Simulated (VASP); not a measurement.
OSZICAR of a VASP run on PtAl₂ (fluorite):

File OSZICAR:
```
       N       E                     dE             d eps       ncg     rms          rms(c)
DAV:   1     0.548850706334E+02    0.54885E+02   -0.67646E+03   704   0.114E+03
DAV:   2    -0.145905004221E+02   -0.69476E+02   -0.62706E+02   824   0.190E+02
DAV:   3    -0.167710891062E+02   -0.21806E+01   -0.21564E+01   860   0.336E+01
DAV:   4    -0.167914181908E+02   -0.20329E-01   -0.20316E-01   840   0.380E+00
DAV:   5    -0.167917067239E+02   -0.28853E-03   -0.28852E-03   868   0.481E-01    0.888E+00
DAV:   6    -0.163251896213E+02    0.46652E+00   -0.24889E+00   808   0.156E+01    0.230E+00
DAV:   7    -0.162459389118E+02    0.79251E-01   -0.19254E-01   772   0.453E+00    0.173E+00
DAV:   8    -0.162159756332E+02    0.29963E-01   -0.29853E-02   804   0.174E+00    0.249E-01
DAV:   9    -0.162159708316E+02    0.48016E-05   -0.19143E-03   836   0.431E-01    0.162E-01
DAV:  10    -0.162161153441E+02   -0.14451E-03   -0.32662E-04   780   0.152E-01    0.173E-02
DAV:  11    -0.162161126536E+02    0.26906E-05   -0.16886E-05   844   0.438E-02    0.808E-03
DAV:  12    -0.162161142832E+02   -0.16297E-05   -0.51574E-06   756   0.175E-02    0.236E-03
DAV:  13    -0.162161142052E+02    0.77973E-07   -0.58199E-07   488   0.803E-03
   1 F= -.17519413E+02 E0= -.17519704E+02  d E =-.175194E+02
```

Which electronic solver shows in the log?

It is blocked Davidson (ALGO = Normal, or the opening steps of other solvers). The INCAR had ALGO = Normal.

Can the final energy be trusted as converged?

The calculation finished and met its thresholds. It stopped with EDIFF = 1E-6, NELM = 100, NSW = 60 and EDIFFG = -0.02 after 1 ionic step (PBE GGA with D3 dispersion (Becke-Johnson damping), plane waves, VASP's PBE PAW potentials (set 64)).

The compound is PtAl2 in the fluorite structure. It was relaxed first. The start is the result of an earlier pass.
